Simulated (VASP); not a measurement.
Here is the system:

```
CELL_PARAMETERS angstrom
      1.80540    -3.12704     0.00000
      1.80540     3.12704     0.00000
      0.00000     0.00000     6.13020
ATOMIC_POSITIONS crystal
  Ti 0.00000 0.00000 0.00000
  Se 0.33333 0.66667 0.25500
  Se 0.66667 0.33333 0.74500
```

Level of theory: PBE GGA, VASP's PBE PAW potentials (set 64) (plane waves; VASP 6.6.1). Settings: 400 eV cut-off, KSPACING 0.16 per Å, first-order Methfessel-Paxton smearing of 0.10 eV, potentials Ti_sv Se.

Gaps are read on the run's mesh, which can miss a band edge.

What does the run give for the energy per atom (σ→0), pressure, band gap (on the k-mesh) with the smallest direct gap where there is one?

The band gap (on the k-mesh) comes out as none (metal, semimetal or under 0.01 eV). The energy per atom (σ→0) comes out as -6.050 eV/atom and the pressure comes out as -32.0 kbar.

Only differences to runs with the same potentials and settings are physical.

The compound is TiSe2 in the 1T layered structure. The cell was not relaxed at this level. The run is one of a series of settings (KGAMMA = .FALSE., KSPACING = 0.16, KPOINTS file removed against the base run), some of them coarse on purpose.
